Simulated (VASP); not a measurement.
Write the native input for VASP 6.6.1 that does the following.

```
Task                   : single point
Functional             : PBE
Potentials or basis    : VASP PAW PBE potentials, release 64 (Sm, Ti_sv)
Cutoff                 : 520 eV
k mesh                 : 3 × 5 × 3
Occupations            : fermi-dirac, width 0.1 eV
Spin                   : collinear spin, typed start
Starting moments       : [5.4, 5.4, 0.0, 0.0, 0.0, 0.0, 0.0, 0.0] μB
Dipole correction      : no
Further INCAR settings : ALGO = Normal; EDIFF = 1e-07; NBANDS = 66
```

The structure of SmTi3 lies in POSCAR:

```
SmTi3
1.0
   -4.0785007200      0.0000000000     -4.0785007200
    0.0000000000     -4.0785007200      0.0000000000
   -4.0785007200      0.0000000000      4.0785007200
Sm Ti
2 6
Direct
    0.0000000000      0.0000000000      0.0000000000
    0.5000000000      0.0000000000      0.5000000000
    0.7500000000      0.5000000000      0.2500000000
    0.2500000000      0.5000000000      0.7500000000
    0.0000000000      0.0000000000      0.5000000000
    0.5000000000      0.0000000000      0.0000000000
    0.7500000000      0.5000000000      0.7500000000
    0.2500000000      0.5000000000      0.2500000000
```

The cell was built by a generator and needn't be a form met in nature.

These files were run (other wordings do the same):

INCAR

```
ALGO = Normal
EDIFF = 1E-7
ENCUT = 520
GGA = PE
ISIF = 2
ISMEAR = -1
ISPIN = 2
LASPH = True
LCHARG = False
LMAXMIX = 6
LORBIT = 11
LREAL = False
LWAVE = False
MAGMOM = 5.4 5.4 0 0 0 0 0 0
NBANDS = 66
NELM = 150
PREC = Accurate
SIGMA = 0.1
```

KPOINTS

```
k-points
0
Gamma
  3 5 3
```

Potentials or basis: VASP PAW PBE potentials, release 64 (Sm, Ti_sv).

Command:

```sh
$ cat potpaw_PBE.64/Sm/POTCAR potpaw_PBE.64/Ti_sv/POTCAR > POTCAR
$ mpirun -np 1 vasp_std > vasp.out
```

Results of the run:

The pressure is 14.9 GPa. The band gap on the k mesh is none (metal or under the smearing width). The net moment is 11.41 μB per cell, the site moments are Sm +5.38; Ti -0.02, -0.00 μB and the valence electrons inside the program's atomic spheres are Sm 14.02; Ti 10.38.

Caveat: the k mesh is coarse (spacing up to 0.36 Å⁻¹), so the values aren't converged; the magnetic or orbital state may not be the lowest; spin-orbit coupling is left out, which moves the levels of the heavy elements; without U or exact exchange the open f shell lies at the Fermi level, which spoils levels, moments and volumes.

Run time: 17 min on 1 thread of Intel(R) Xeon(R) Platinum 8259CL CPU @ 2.50GHz (Skylake/Cascade Lake), on a shared host, peak memory 0.38 GiB.
